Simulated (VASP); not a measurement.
VASP ran on this input.

File POSCAR:
```
BP
1.0
  0.0000000000   2.2155943045   2.2155943045
  2.2155943045   0.0000000000   2.2155943045
  2.2155943045   2.2155943045   0.0000000000
B P
1 1
Cart
  0.0000000000   0.0000000000   0.0000000000
  1.1077971523   1.1077971523   1.1077971523
```

**INCAR**
```
ALGO = Normal
EDIFF = 1E-7
ENCUT = 520
GGA = PE
ISIF = 2
ISMEAR = 0
IVDW = 11
LASPH = .TRUE.
LCHARG = .FALSE.
LREAL = .FALSE.
LWAVE = .FALSE.
NELM = 100
PREC = Accurate
SIGMA = 0.05
SYSTEM = BP
```

File KPOINTS:
```
K-points
0
G
  10 10 10
0 0 0
```

POTCAR, in this order: B P (PBE.64 set). Program: vasp_std.

**Question.** Write an equivalent input for Quantum ESPRESSO's pw.x.

**Answer.** One equivalent input (not run):
```
&CONTROL
  calculation = 'scf'
  pseudo_dir = './pseudo'
  outdir = './out'
  tprnfor = .true.
  tstress = .true.
/
&SYSTEM
  ibrav = 0
  nat = 2
  ntyp = 2
  ecutwfc = 76
  occupations = 'smearing'
  smearing = 'gaussian'
  degauss = 0.003675
  input_dft = 'pbe'
  vdw_corr = 'grimme-d3'
  dftd3_version = 3
  dftd3_threebody = .false.
/
&ELECTRONS
  conv_thr = 7.3e-09
  electron_maxstep = 100
/
ATOMIC_SPECIES
  B 10.810 B.upf
  P 30.974 P.upf
CELL_PARAMETERS angstrom
     0.0000000    2.2155943    2.2155943
     2.2155943    0.0000000    2.2155943
     2.2155943    2.2155943    0.0000000
ATOMIC_POSITIONS crystal
  B    0.0000000  0.0000000  0.0000000
  P    0.2500000  0.2500000  0.2500000
K_POINTS automatic
  10 10 10 0 0 0
```
The two are equivalent in intent, not identical: the potentials are each code's own (VASP's PAW set, PseudoDojo norm-conserving files in pw.x), so ENCUT and ecutwfc are chosen apart and not converted; conv_thr bounds pw.x's estimated SCF error, while EDIFF bounds the energy change between steps.

The compound is BP in the zinc blende structure. This cell is one point of a volume scan, at 0.94 of the reference volume.
